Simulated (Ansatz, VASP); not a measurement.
Two plane-wave programs on ScB2N3

```
CELL_PARAMETERS angstrom
2.96352 0.00000 0.00000
-1.48176 2.56649 0.00000
0.00000 0.00000 7.60357
ATOMIC_POSITIONS crystal
Sc 0.00000 0.00000 0.00000
B 0.33333 0.66667 0.66182
B 0.66667 0.33333 0.33818
N 0.33333 0.66667 0.20811
N 0.00000 0.00000 0.50000
N 0.66667 0.33333 0.79189
```

Change from the starting cell: species swapped into the NaNi2O3 type (P-3m1, No. 164).

Alike in both runs: task relaxation of cell and atoms; functional PBE; k mesh 6 × 6 × 2; occupations gaussian, width 0.1 eV; no spin polarisation.

|  | VASP | Ansatz |
| --- | --- | --- |
| version | VASP 6.6.1 | Ansatz 0.2.0 |
| potentials or method | VASP PAW PBE potentials, release 64 (Sc_sv, B, N) | scalar-relativistic, plane waves, PAW |
| plane-wave cutoff (eV) | 600 | 420 |
| valence electrons in the cell | 32 | 32 |

```csv
,VASP,Ansatz,Ansatz less VASP
"gap on the k mesh at the Fermi level, each at its own relaxed structure (eV)",none,none,-
relaxed volume (Å³/atom),7.39,7.37,-0.024
relaxed cell length with the largest relative difference (Å),6.784,6.775,-0.0091
energy change over the relaxation (meV/atom),-384,-388,-3.4
```

A gap of «none» marks a metal or a gap that the smearing closes.

Caveats: the k mesh is coarse (spacing up to 0.41 Å⁻¹), so the values aren't converged; the volume moved by over 15 % at a fixed basis, so the end points are rough (VASP).
